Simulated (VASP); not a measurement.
Output of a VASP run:

File OSZICAR:
```
...
   2 F= -.10905751E+02 E0= -.10905749E+02  d E =-.284504E-01
       N       E                     dE             d eps       ncg     rms          rms(c)
DAV:   1    -0.165058531912E+02   -0.10164E+01   -0.14087E+01  2184   0.719E+01    0.718E+00
DAV:   2    -0.158326442836E+02    0.67321E+00   -0.45159E+00  2226   0.464E+01    0.190E+00
DAV:   3    -0.157318794670E+02    0.10076E+00   -0.60152E-01  2466   0.223E+01    0.125E+00
DAV:   4    -0.157122842950E+02    0.19595E-01   -0.25732E-02  2692   0.509E+00    0.557E-01
DAV:   5    -0.157057392813E+02    0.65450E-02   -0.10644E-02  3276   0.260E+00    0.161E-01
DAV:   6    -0.157053537600E+02    0.38552E-03   -0.23447E-03  2900   0.875E-01    0.391E-02
DAV:   7    -0.157053667243E+02   -0.12964E-04   -0.37648E-04  2804   0.206E-01    0.171E-02
DAV:   8    -0.157053661450E+02    0.57933E-06   -0.13783E-05  2492   0.480E-02    0.885E-03
DAV:   9    -0.157053649104E+02    0.12346E-05   -0.15998E-06  1234   0.336E-02    0.374E-03
DAV:  10    -0.157053650976E+02   -0.18719E-06   -0.56188E-06  1600   0.200E-02
   3 F= -.10943162E+02 E0= -.10943144E+02  d E =-.658615E-01
       N       E                     dE             d eps       ncg     rms          rms(c)
DAV:   1    -0.158071192042E+02   -0.10175E+00   -0.37875E+00  2364   0.234E+01    0.281E+00
DAV:   2    -0.157060891934E+02    0.10103E+00   -0.56845E-01  2402   0.166E+01    0.124E+00
DAV:   3    -0.156806140925E+02    0.25475E-01   -0.11307E-01  2586   0.104E+01    0.726E-01
DAV:   4    -0.156727561446E+02    0.78579E-02   -0.13627E-02  2878   0.260E+00    0.219E-01
DAV:   5    -0.156721320548E+02    0.62409E-03   -0.35227E-03  2910   0.850E-01    0.758E-02
DAV:   6    -0.156720672883E+02    0.64766E-04   -0.59918E-04  2796   0.542E-01    0.265E-02
DAV:   7    -0.156720606388E+02    0.66496E-05   -0.72159E-05  2810   0.177E-01    0.116E-02
DAV:   8    -0.156720592165E+02    0.14222E-05   -0.19640E-05  2626   0.457E-02    0.236E-03
DAV:   9    -0.156720592911E+02   -0.74601E-07   -0.86488E-07  1030   0.110E-02
   4 F= -.10954038E+02 E0= -.10953972E+02  d E =-.108756E-01
       N       E                     dE             d eps       ncg     rms          rms(c)
DAV:   1    -0.156735515272E+02   -0.14923E-02   -0.35400E-03  2388   0.727E-01    0.854E-02
DAV:   2    -0.156734554174E+02    0.96110E-04   -0.51253E-04  2424   0.503E-01    0.372E-02
DAV:   3    -0.156734329898E+02    0.22428E-04   -0.10214E-04  2540   0.304E-01    0.221E-02
DAV:   4    -0.156734253591E+02    0.76308E-05   -0.11732E-05  2588   0.826E-02    0.660E-03
DAV:   5    -0.156734247362E+02    0.62285E-06   -0.28268E-06  1310   0.253E-02
   5 F= -.10954047E+02 E0= -.10953983E+02  d E =-.108850E-01
       N       E                     dE             d eps       ncg     rms          rms(c)
DAV:   1    -0.156751333912E+02   -0.17080E-02   -0.17874E+00  1860   0.121E+01    0.835E-01
DAV:   2    -0.156704599802E+02    0.46734E-02   -0.81885E-02  2886   0.505E+00    0.390E-01
DAV:   3    -0.156682703454E+02    0.21896E-02   -0.86829E-03  2494   0.261E+00    0.236E-01
DAV:   4    -0.156673519451E+02    0.91840E-03   -0.13629E-03  2828   0.965E-01    0.517E-02
DAV:   5    -0.156673237154E+02    0.28230E-04   -0.25094E-04  2496   0.196E-01    0.149E-02
DAV:   6    -0.156673226576E+02    0.10578E-05   -0.23185E-05  2816   0.846E-02    0.684E-03
DAV:   7    -0.156673222324E+02    0.42519E-06   -0.13634E-06  1216   0.245E-02
   6 F= -.10956997E+02 E0= -.10956930E+02  d E =-.295019E-02
```

OUTCAR:
```
------------------------ aborting loop because EDIFF is reached ----------------------------------------
  FORCE on cell =-STRESS in cart. coord.  units (eV):
  Direction    XX          YY          ZZ          XY          YZ          ZX
  --------------------------------------------------------------------------------------
  Total        4.7296008      4.7296016      4.6946436      0.0000000     -0.0000000      0.0000000
  in kB      200.8184552    200.8184880    199.3341739      0.0000000     -0.0000000      0.0000000
  external PRESSURE =       0.3237057 kB  Pullay stress =     200.0000000 kB
  volume of cell :       37.73
      direct lattice vectors                 reciprocal lattice vectors
     2.548003210  0.000000000  0.000000000     0.392464184  0.226589284  0.000000000
    -1.274001605  2.206635689 -0.000000000    -0.000000000  0.453178567 -0.000000000
    -0.000000000  0.000000000  6.711210178    -0.000000000  0.000000000  0.149004423
 POSITION                                       TOTAL-FORCE (eV/Angst)
 -----------------------------------------------------------------------------------
     -0.00000      1.47109      0.33042        -0.000000      0.000000      0.002692
      1.27400      0.73554      3.68602         0.000000      0.000000      0.002692
     -0.00000      1.47109      2.18629         0.000000     -0.000000     -0.002692
      1.27400      0.73554      5.54189        -0.000000      0.000000     -0.002692
 -----------------------------------------------------------------------------------
    total drift:                               -0.002222      0.001283     -0.003908
  FREE ENERGIE OF THE ION-ELECTRON SYSTEM (eV)
  ---------------------------------------------------
  free  energy   TOTEN  =       -15.6673222324 eV

  energy  without entropy=      -15.6671869575  energy(sigma->0) =      -15.66725459
  enthalpy is  TOTEN    =       -10.9569973563 eV   P V=        4.7103248761

 reached required accuracy - stopping structural energy minimisation
```
(Selected blocks of OUTCAR.)

POSCAR:
```
CuF
1
    2.6236553597     0.0000000000     0.0000000000
   -1.3118276798     2.2721523372     0.0000000000
    0.0000000000     0.0000000000     6.7423621912
Cu F
2 2
Direct
  0.3333330000   0.6666670000   0.0483187348
  0.6666670000   0.3333330000   0.5483187348
  0.3333330000   0.6666670000   0.3266812652
  0.6666670000   0.3333330000   0.8266812652
```

**Question.** Write an INCAR and KPOINTS that could have produced this output.

**Answer.** One answer among several that fit: the input of the run itself, PBEsol GGA, plane waves, VASP's PBE PAW potentials (set 64).

**INCAR**
```
# general
SYSTEM =CuF
PREC   =Accurate
ENCUT  =620
LREAL  =F
LASPH  =T

# electronic loop
EDIFF  =1E-6
NELM   =100
ALGO   =Normal
LMAXMIX=4

# smearing
ISMEAR =0
SIGMA  =0.05

# functional
GGA    =PS

# ions
IBRION =2
NSW    =40
ISIF   =3
EDIFFG =-0.02
PSTRESS=200

# output
LWAVE  =F
LCHARG =F
```

### KPOINTS
```
Automatic mesh
0
Gamma
10 10 4
0 0 0
```

POTCAR, in this order: Cu F (PBE.64 set). Program: vasp_std.

Energy and stress use the plane-wave basis of the starting cell.

The structure was generated: CuF was put into the wurtzite type (P6_3mc), which need not be its known phase. This run relaxes it under an external pressure of 20 GPa. Symmetry was kept, so distortions that lower it aren't found.
